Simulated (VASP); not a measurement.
All values below come from r2SCAN meta-GGA, VASP's PBE PAW potentials (set 64) (plane waves; VASP).

The input files of a VASP run:

### INCAR
```
ALGO=Normal
EDIFF=1E-6
EDIFFG=-0.01
ENCUT=530
IBRION=2
ISIF=3
ISMEAR=0
LASPH=T
LCHARG=F
LMIXTAU=T
LREAL=F
LWAVE=F
METAGGA=R2SCAN
NELM=100
NSW=60
PREC=Accurate
SIGMA=0.05
SYSTEM=LiF
```

POSCAR:
```
LiF
1.0
  0.0000000000   2.0150000000   2.0150000000
  2.0150000000   0.0000000000   2.0150000000
  2.0150000000   2.0150000000   0.0000000000
Li F
1 1
direct
  0.0000000000   0.0000000000   0.0000000000
  0.5000000000   0.5000000000   0.5000000000
```

KPOINTS:
```
kpoints
0
gamma
 10 10 10
```

POTCAR, in this order: Li_sv F (PBE.64 set). Program: vasp_std.

What VASP printed:

### OSZICAR
```
       N       E                     dE             d eps       ncg     rms          rms(c)
DAV:   1     0.309698301169E+02    0.30970E+02   -0.58040E+03   886   0.115E+03
DAV:   2    -0.139060832223E+02   -0.44876E+02   -0.43872E+02   961   0.222E+02
DAV:   3    -0.149638335343E+02   -0.10578E+01   -0.10562E+01  1152   0.328E+01
DAV:   4    -0.149724709442E+02   -0.86374E-02   -0.86337E-02  1131   0.289E+00
DAV:   5    -0.149725485270E+02   -0.77583E-04   -0.77581E-04  1126   0.144E-01    0.389E+00
DAV:   6    -0.118738582872E+02    0.30987E+01   -0.49534E-01  1117   0.706E+00    0.184E+00
DAV:   7    -0.129121060473E+02   -0.10382E+01   -0.29880E+00   961   0.153E+01    0.279E+00
DAV:   8    -0.119807936631E+02    0.93131E+00   -0.39746E-01   864   0.629E+00    0.137E+00
DAV:   9    -0.117391348259E+02    0.24166E+00   -0.53829E-01   850   0.749E+00    0.112E+00
DAV:  10    -0.118935489831E+02   -0.15441E+00   -0.24902E-01   846   0.560E+00    0.752E-02
DAV:  11    -0.118981954763E+02   -0.46465E-02   -0.34059E-03   850   0.920E-01    0.961E-02
DAV:  12    -0.118983229643E+02   -0.12749E-03   -0.38623E-03   852   0.710E-01    0.945E-02
DAV:  13    -0.118986512786E+02   -0.32831E-03   -0.13390E-03   846   0.454E-01    0.151E-02
DAV:  14    -0.118989090070E+02   -0.25773E-03   -0.85421E-05   858   0.145E-01    0.297E-03
DAV:  15    -0.118989118467E+02   -0.28397E-05   -0.21645E-06  1160   0.200E-02    0.229E-03
DAV:  16    -0.118989143259E+02   -0.24793E-05   -0.10302E-07   603   0.490E-03    0.168E-03
DAV:  17    -0.118989142748E+02    0.51107E-07   -0.21730E-07   533   0.571E-03
   1 F= -.11898914E+02 E0= -.11898914E+02  d E =-.118989E+02
       N       E                     dE             d eps       ncg     rms          rms(c)
DAV:   1    -0.119481482219E+02   -0.49234E-01   -0.89416E-01   853   0.102E+01    0.169E+00
DAV:   2    -0.119040189160E+02    0.44129E-01   -0.20657E-01   865   0.397E+00    0.361E-01
DAV:   3    -0.119046236793E+02   -0.60476E-03   -0.36306E-03   855   0.860E-01    0.177E-01
DAV:   4    -0.119010589301E+02    0.35647E-02   -0.19415E-03   846   0.643E-01    0.424E-02
DAV:   5    -0.119042011797E+02   -0.31422E-02   -0.98565E-04   846   0.461E-01    0.436E-03
DAV:   6    -0.119041515869E+02    0.49593E-04   -0.52115E-05   886   0.115E-01    0.500E-03
DAV:   7    -0.119041905792E+02   -0.38992E-04   -0.87193E-06   859   0.383E-02    0.193E-03
DAV:   8    -0.119041814565E+02    0.91228E-05   -0.15894E-06  1121   0.179E-02    0.877E-04
DAV:   9    -0.119041878147E+02   -0.63582E-05   -0.35146E-07   849   0.918E-03    0.233E-04
DAV:  10    -0.119041868383E+02    0.97642E-06   -0.19908E-08   424   0.195E-03
   2 F= -.11904187E+02 E0= -.11904187E+02  d E =-.527256E-02
       N       E                     dE             d eps       ncg     rms          rms(c)
DAV:   1    -0.119173327885E+02   -0.13145E-01   -0.24594E-01   854   0.533E+00    0.885E-01
DAV:   2    -0.119054158172E+02    0.11917E-01   -0.57443E-02   867   0.208E+00    0.191E-01
DAV:   3    -0.119054561086E+02   -0.40291E-04   -0.10521E-03   986   0.464E-01    0.913E-02
DAV:   4    -0.119045529586E+02    0.90315E-03   -0.42214E-04   846   0.310E-01    0.210E-02
DAV:   5    -0.119052876153E+02   -0.73466E-03   -0.21639E-04   864   0.217E-01    0.309E-03
DAV:   6    -0.119052552322E+02    0.32383E-04   -0.18629E-05   875   0.612E-02    0.286E-03
DAV:   7    -0.119052693111E+02   -0.14079E-04   -0.16041E-06   883   0.160E-02    0.983E-04
DAV:   8    -0.119052654668E+02    0.38443E-05   -0.24726E-07  1076   0.780E-03    0.499E-04
DAV:   9    -0.119052700991E+02   -0.46323E-05   -0.12548E-07   657   0.567E-03    0.147E-04
DAV:  10    -0.119052696127E+02    0.48631E-06   -0.51372E-09   423   0.962E-04
   3 F= -.11905270E+02 E0= -.11905270E+02  d E =-.635534E-02
       N       E                     dE             d eps       ncg     rms          rms(c)
DAV:   1    -0.119066045802E+02   -0.13345E-02   -0.25871E-02   855   0.173E+00    0.287E-01
DAV:   2    -0.119053490248E+02    0.12556E-02   -0.60134E-03   868   0.674E-01    0.621E-02
DAV:   3    -0.119053995552E+02   -0.50530E-04   -0.11278E-04   995   0.152E-01    0.294E-02
DAV:   4    -0.119052292390E+02    0.17032E-03   -0.43848E-05   846   0.100E-01    0.697E-03
DAV:   5    -0.119053599176E+02   -0.13068E-03   -0.22444E-05   848   0.697E-02    0.119E-03
DAV:   6    -0.119053460948E+02    0.13823E-04   -0.19351E-06   874   0.199E-02    0.873E-04
DAV:   7    -0.119053503385E+02   -0.42437E-05   -0.16427E-07   546   0.527E-03    0.303E-04
DAV:   8    -0.119053490382E+02    0.13003E-05   -0.26005E-08   423   0.252E-03    0.155E-04
DAV:   9    -0.119053504374E+02   -0.13993E-05   -0.15173E-08   423   0.182E-03    0.425E-05
DAV:  10    -0.119053503041E+02    0.13330E-06   -0.84642E-10   423   0.364E-04
   4 F= -.11905350E+02 E0= -.11905350E+02  d E =-.643603E-02
```

File OUTCAR:
```
------------------------ aborting loop because EDIFF is reached ----------------------------------------
  FORCE on cell =-STRESS in cart. coord.  units (eV):
  Direction    XX          YY          ZZ          XY          YZ          ZX
  --------------------------------------------------------------------------------------
  Total        0.0003033      0.0003033      0.0003033      0.0000000      0.0000000     -0.0000000
  in kB        0.0308499      0.0308499      0.0308499      0.0000000      0.0000000     -0.0000000
  external PRESSURE =       0.0308499 kB  Pullay stress =       0.0000000 kB
  volume of cell :       15.75
      direct lattice vectors                 reciprocal lattice vectors
     0.000000000  1.989572213  1.989572213    -0.251310305  0.251310305  0.251310305
     1.989572213  0.000000000  1.989572213     0.251310305 -0.251310305  0.251310305
     1.989572213  1.989572213  0.000000000     0.251310305  0.251310305 -0.251310305
  FREE ENERGIE OF THE ION-ELECTRON SYSTEM (eV)
  ---------------------------------------------------
  free  energy   TOTEN  =       -11.9053503041 eV

  energy  without entropy=      -11.9053503041  energy(sigma->0) =      -11.90535030

 reached required accuracy - stopping structural energy minimisation
```
(Selected blocks of OUTCAR.)

CONTCAR:
```
LiF
   1.00000000000000
     0.0000000000000000    1.9895722128098270    1.9895722128098270
     1.9895722128098270    0.0000000000000000    1.9895722128098270
     1.9895722128098270    1.9895722128098270    0.0000000000000000
  Li              F
     1     1
Direct
     1.0000000000000000    0.0000000000000000    1.0000000000000000
     0.5000000000000000    0.5000000000000000    0.5000000000000000
```

Energy and stress use the plane-wave basis of the starting cell.

The compound is LiF in the rock salt structure. This run relaxes it. Symmetry was kept, so distortions that lower it aren't found.
